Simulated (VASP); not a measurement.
# A VASP study of CaHf (RPBE): structure first, properties next, part 4 of 5

What structure does CaHf take at this level, and what are its properties? The cell is invented: it takes the structure of COD entry 1522699, ZrHg (space group 123 there), with all of its atoms replaced by other elements, volume scaled by an estimate. It may not be a known or stable phase.

VASP 6.6.1, plane waves and PAW; the level of theory is named at each step.

Still holding for the runs below: The k-mesh is coarse for a metal.

So far. Step 8 (Volume scan with RPBE, volume scale 0.96): The run ends at a pressure of 1.83 GPa.

### Step 9. Volume scan with RPBE, volume scale 0.98

Level of this step: RPBE; plane waves and PAW (Hf_pv, Ca_sv); invented cell (VASP).

The input, INCAR:

```
SYSTEM = CaHf
PREC = Accurate
ENCUT = 400
EDIFF = 1E-06
NELM = 100
ISMEAR = 1
SIGMA = 0.2
LREAL = .FALSE.
ALGO = Normal
GGA = RP
LORBIT = 11
LWAVE = .FALSE.
LCHARG = .FALSE.
ISIF = 2
```

The input, POSCAR:

```
CaHf
1.0
    3.2708091840      0.0000000000      0.0000000000
    0.0000000000      3.2708091840      0.0000000000
    0.0000000000      0.0000000000      5.2907255876
Hf Ca
1 1
Direct
    0.5000000000      0.5000000000      0.5000000000
    0.0000000000      0.0000000000      0.0000000000
```

The input, KPOINTS:

```
Automatic mesh
0
Gamma
8 8 5
0 0 0
```

The projector-augmented-wave data sets are Hf_pv and Ca_sv (PBE family, release 64).

Started as:

```console
$ mpirun -np 1 vasp_std
```

The program printed:

```text
[... set-up lines as in an earlier step ...]
 entering main loop
       N       E                     dE             d eps       ncg     rms          rms(c)
DAV:   1     0.970553898208E+02    0.97055E+02   -0.93925E+03  1268   0.110E+03
DAV:   2    -0.751662441884E+01   -0.10457E+03   -0.10333E+03  1488   0.296E+02
DAV:   3    -0.109510490617E+02   -0.34344E+01   -0.33377E+01  2238   0.424E+01
DAV:   4    -0.110323161490E+02   -0.81267E-01   -0.80762E-01  1610   0.582E+00
[...]
DAV:  11    -0.100496462831E+02   -0.52569E-05   -0.12693E-04  1694   0.761E-02    0.315E-02
DAV:  12    -0.100496530044E+02   -0.67213E-05   -0.10067E-05  1856   0.266E-02    0.118E-02
DAV:  13    -0.100496528208E+02    0.18367E-06   -0.69553E-07  1212   0.360E-03
   1 F= -.10049653E+02 E0= -.10048796E+02  d E =-.256971E-02
```

Run time: 29 s. Hardware: 1 MPI rank of AMD EPYC 7R43, shared host; peak memory 0.13 GiB.

Parts of OUTCAR (step 9):

```text
  Total        0.2941012      0.2941012      0.3153450      0.0000000      0.0000000     -0.0000000
  in kB        8.3249508      8.3249508      8.9262882      0.0000000      0.0000000     -0.0000000
  external PRESSURE =       8.5253966 kB  Pullay stress =       0.0000000 kB

 POSITION                                       TOTAL-FORCE (eV/Angst)
 -----------------------------------------------------------------------------------
      1.63540      1.63540      2.64536         0.000000      0.000000      0.000000
      0.00000      0.00000      0.00000         0.000000      0.000000      0.000000
 -----------------------------------------------------------------------------------
    total drift:                                0.000000      0.000000     -0.000000

  FREE ENERGIE OF THE ION-ELECTRON SYSTEM (eV)
  ---------------------------------------------------
  free  energy   TOTEN  =       -10.0496528208 eV

  energy  without entropy=      -10.0470831099  energy(sigma->0) =      -10.04879625

[... 1 part as in an earlier step ...]

[... 2 further parts left out ...]
[key lines of the parts left out:]
E-fermi :   3.4823
```

The pressure falls from 1.83 to 0.85 GPa.

The run ends at a pressure of 0.85 GPa.

### Step 10. Volume scan with RPBE, volume scale 1

INCAR is that of step 9.

The input, POSCAR:

```
CaHf
1.0
    3.2929099165      0.0000000000      0.0000000000
    0.0000000000      3.2929099165      0.0000000000
    0.0000000000      0.0000000000      5.3264748179
Hf Ca
1 1
Direct
    0.5000000000      0.5000000000      0.5000000000
    0.0000000000      0.0000000000      0.0000000000
```

KPOINTS is that of step 9.

Started as:

```console
$ mpirun -np 1 vasp_std
```

The program printed:

```text
[... set-up lines as in an earlier step ...]
 entering main loop
       N       E                     dE             d eps       ncg     rms          rms(c)
[... 13 cycles as in an earlier step ...]
   1 F= -.10052995E+02 E0= -.10052105E+02  d E =-.267148E-02
```

Wall time 30 s (1 MPI rank); peak memory 0.13 GiB.

OUTCAR, selected parts (step 10):

```text
[... 6 parts as in an earlier step ...]

[... 1 further part left out ...]
[key lines of the parts left out:]
E-fermi :   3.3724
```

The pressure falls from 0.85 to -0.04 GPa.

The run ends at a pressure of -0.04 GPa.

### Step 11. Volume scan with RPBE, volume scale 1.02

INCAR is that of step 10.

The input, POSCAR:

```
CaHf
1.0
    3.3147179025      0.0000000000      0.0000000000
    0.0000000000      3.3147179025      0.0000000000
    0.0000000000      0.0000000000      5.3617505136
Hf Ca
1 1
Direct
    0.5000000000      0.5000000000      0.5000000000
    0.0000000000      0.0000000000      0.0000000000
```

KPOINTS is that of step 10.

Started as:

```console
$ mpirun -np 1 vasp_std
```

The program printed:

```text
[... set-up lines as in an earlier step ...]
 entering main loop
       N       E                     dE             d eps       ncg     rms          rms(c)
DAV:   1     0.946224168478E+02    0.94622E+02   -0.93794E+03  1268   0.110E+03
DAV:   2    -0.756686950676E+01   -0.10219E+03   -0.10124E+03  1482   0.292E+02
DAV:   3    -0.109545838280E+02   -0.33877E+01   -0.32845E+01  2114   0.415E+01
DAV:   4    -0.110637735416E+02   -0.10919E+00   -0.10887E+00  1700   0.655E+00
[...]
DAV:  11    -0.100501215060E+02   -0.12988E-04   -0.11812E-04  1734   0.729E-02    0.286E-02
DAV:  12    -0.100501283472E+02   -0.68412E-05   -0.99595E-06  1902   0.266E-02    0.932E-03
DAV:  13    -0.100501284154E+02   -0.68215E-07   -0.77873E-07  1200   0.446E-03
   1 F= -.10050128E+02 E0= -.10049175E+02  d E =-.285948E-02
```

It took 34 s on 1 MPI rank; peak memory 0.13 GiB.

OUTCAR, selected parts (step 11):

```text
  Total       -0.3228216     -0.3228216     -0.3112577      0.0000000      0.0000000      0.0000000
  in kB       -8.7795741     -8.7795741     -8.4650786      0.0000000      0.0000000      0.0000000
  external PRESSURE =      -8.6747423 kB  Pullay stress =       0.0000000 kB

 POSITION                                       TOTAL-FORCE (eV/Angst)
 -----------------------------------------------------------------------------------
      1.65736      1.65736      2.68088         0.000000      0.000000      0.000000
      0.00000      0.00000      0.00000         0.000000      0.000000      0.000000
 -----------------------------------------------------------------------------------
    total drift:                                0.000000      0.000000     -0.000000

  FREE ENERGIE OF THE ION-ELECTRON SYSTEM (eV)
  ---------------------------------------------------
  free  energy   TOTEN  =       -10.0501284154 eV

  energy  without entropy=      -10.0472689389  energy(sigma->0) =      -10.04917526

[... 1 part as in an earlier step ...]

[... 2 further parts left out ...]
[key lines of the parts left out:]
E-fermi :   3.2665
```

The pressure falls from -0.04 to -0.87 GPa.

The run ends at a pressure of -0.87 GPa.

### Step 12. Volume scan with RPBE, volume scale 1.04

INCAR is that of step 11.

The input, POSCAR:

```
CaHf
1.0
    3.3362426478      0.0000000000      0.0000000000
    0.0000000000      3.3362426478      0.0000000000
    0.0000000000      0.0000000000      5.3965680510
Hf Ca
1 1
Direct
    0.5000000000      0.5000000000      0.5000000000
    0.0000000000      0.0000000000      0.0000000000
```

KPOINTS is that of step 11.

Started as:

```console
$ mpirun -np 1 vasp_std
```

The program printed:

```text
[... set-up lines as in an earlier step ...]
 entering main loop
       N       E                     dE             d eps       ncg     rms          rms(c)
DAV:   1     0.942609663106E+02    0.94261E+02   -0.94903E+03  1284   0.110E+03
DAV:   2    -0.748084331238E+01   -0.10174E+03   -0.10077E+03  1488   0.289E+02
DAV:   3    -0.109854998970E+02   -0.35047E+01   -0.33621E+01  2178   0.413E+01
DAV:   4    -0.110706401055E+02   -0.85140E-01   -0.85011E-01  1726   0.584E+00
[...]
DAV:  11    -0.100415538292E+02   -0.14077E-04   -0.12414E-04  1684   0.748E-02    0.304E-02
DAV:  12    -0.100415615464E+02   -0.77172E-05   -0.11676E-05  1892   0.280E-02    0.100E-02
DAV:  13    -0.100415615193E+02    0.27108E-07   -0.89175E-07  1200   0.466E-03
   1 F= -.10041562E+02 E0= -.10040515E+02  d E =-.313869E-02
```

The job ended after 28 s (1 MPI rank; peak memory 0.13 GiB).

Parts of OUTCAR (step 12):

```text
  Total       -0.6087769     -0.6087769     -0.6038026      0.0000000      0.0000000     -0.0000000
  in kB      -16.2381218    -16.2381218    -16.1054426      0.0000000      0.0000000     -0.0000000
  external PRESSURE =     -16.1938954 kB  Pullay stress =       0.0000000 kB

 POSITION                                       TOTAL-FORCE (eV/Angst)
 -----------------------------------------------------------------------------------
      1.66812      1.66812      2.69828         0.000000      0.000000      0.000000
      0.00000      0.00000      0.00000         0.000000      0.000000      0.000000
 -----------------------------------------------------------------------------------
    total drift:                                0.000000      0.000000     -0.000000

  FREE ENERGIE OF THE ION-ELECTRON SYSTEM (eV)
  ---------------------------------------------------
  free  energy   TOTEN  =       -10.0415615193 eV

  energy  without entropy=      -10.0384228264  energy(sigma->0) =      -10.04051529

[... 1 part as in an earlier step ...]

[... 2 further parts left out ...]
[key lines of the parts left out:]
E-fermi :   3.1642
```

The pressure falls from -0.87 to -1.62 GPa.

The run ends at a pressure of -1.62 GPa.

### Step 13. Volume scan with RPBE, volume scale 1.06

A prediction first. A least-squares parabola for the 6 pressures of evenly scaled cells so far, P = -0.05 -43.0 t +73 t² GPa with t = ln(V/V₁) and V₁ the volume at scale 1, gives -2.30 GPa at t = +0.0583.

INCAR is that of step 12.

The input, POSCAR:

```
CaHf
1.0
    3.3574931739      0.0000000000      0.0000000000
    0.0000000000      3.3574931739      0.0000000000
    0.0000000000      0.0000000000      5.4309420226
Hf Ca
1 1
Direct
    0.5000000000      0.5000000000      0.5000000000
    0.0000000000      0.0000000000      0.0000000000
```

KPOINTS is that of step 12.

Started as:

```console
$ mpirun -np 1 vasp_std
```

The program printed:

```text
[... set-up lines as in an earlier step ...]
 entering main loop
       N       E                     dE             d eps       ncg     rms          rms(c)
DAV:   1     0.953605064026E+02    0.95361E+02   -0.95011E+03  1276   0.111E+03
DAV:   2    -0.749302232576E+01   -0.10285E+03   -0.10198E+03  1518   0.289E+02
DAV:   3    -0.109992306742E+02   -0.35062E+01   -0.33920E+01  2158   0.414E+01
DAV:   4    -0.110713143917E+02   -0.72084E-01   -0.72009E-01  1684   0.556E+00
[...]
DAV:  11    -0.100277891344E+02   -0.18043E-04   -0.12768E-04  1714   0.739E-02    0.332E-02
DAV:  12    -0.100277976513E+02   -0.85169E-05   -0.11986E-05  1890   0.286E-02    0.113E-02
DAV:  13    -0.100277976422E+02    0.91327E-08   -0.12332E-06  1242   0.545E-03
   1 F= -.10027798E+02 E0= -.10026630E+02  d E =-.350260E-02
```

The job ended after 29 s (1 MPI rank; peak memory 0.12 GiB).

Parts of OUTCAR (step 13):

```text
  Total       -0.8804683     -0.8804683     -0.8829695      0.0000000      0.0000000     -0.0000000
  in kB      -23.0419306    -23.0419306    -23.1073878      0.0000000      0.0000000     -0.0000000
  external PRESSURE =     -23.0637497 kB  Pullay stress =       0.0000000 kB

 POSITION                                       TOTAL-FORCE (eV/Angst)
 -----------------------------------------------------------------------------------
      1.67875      1.67875      2.71547         0.000000      0.000000      0.000000
      0.00000      0.00000      0.00000         0.000000      0.000000      0.000000
 -----------------------------------------------------------------------------------
    total drift:                                0.000000      0.000000     -0.000000

  FREE ENERGIE OF THE ION-ELECTRON SYSTEM (eV)
  ---------------------------------------------------
  free  energy   TOTEN  =       -10.0277976422 eV

  energy  without entropy=      -10.0242950403  energy(sigma->0) =      -10.02663011

[... 1 part as in an earlier step ...]

[... 2 further parts left out ...]
[key lines of the parts left out:]
E-fermi :   3.0655
```

The pressure falls from -1.62 to -2.31 GPa. The parabola predicted -2.30 GPa, which holds within 0.01 GPa.

### Step 14. Side by side

Times are for 1 MPI rank of AMD EPYC 7R43, shared host. Results by setting:

```csv
no.,volume scale,energy above the lowest point (meV/atom),pressure (GPa),time,memory (GiB)
1,0.94,15.47,2.896,27 s,0.13
2,0.96,6.72,1.831,26 s,0.13
3,0.98,1.65,0.8525,29 s,0.13
4,1,0,-0.04453,30 s,0.13
5,1.02,1.46,-0.8675,34 s,0.13
6,1.04,5.79,-1.619,28 s,0.13
7,1.06,12.74,-2.306,29 s,0.12
```

### Step 15. Fit for RPBE

This step: Birch-Murnaghan fit, RPBE; plane waves and PAW; invented cell (VASP 6.6.1).

Derived from the runs above.

This step gave:

```yaml
pressure_derivative_of_the_bulk_modulus: 3.305
r_m_s_error_of_the_fit: 3.55e-6 eV/atom
minimum_inside_the_sampled_range: yes
bulk_modulus: 43.17 GPa
equilibrium_volume_of_the_fit: 28.89 Å³/atom
```

The energy above the fitted minimum by volume:

```csv
volume (Å³/atom),energy above the fitted minimum (eV/atom)
27.15,0.0155
27.72,0.00671
28.30,0.00165
28.88,-2.2e-6
29.46,0.00146
30.03,0.00579
30.61,0.0127
```

The fit over cells of fixed shape and fractional positions puts the volume +0.03 % from the relaxed one.

(Continued in part 5 of 5.)

[Lines on the potential files, build, host, timing and source positions are cut from VASP's logs without a mark.]

[Logs are printed without paths, hosts, clocks, repeated set-up lines and the standing remarks that a program may print on its own settings, such as how far it seeks lower states.]

[Hosts, paths, dates, database ids (printed as entryN), source tags and the programs' standing remarks are cut or masked in the printed files.]

[A measured line is paired with the nearest computed mode of its activity, which favours agreement.]

[In band tables of VASP the shares of atoms and orbitals are scaled to a sum of 1 inside the atoms' spheres.]
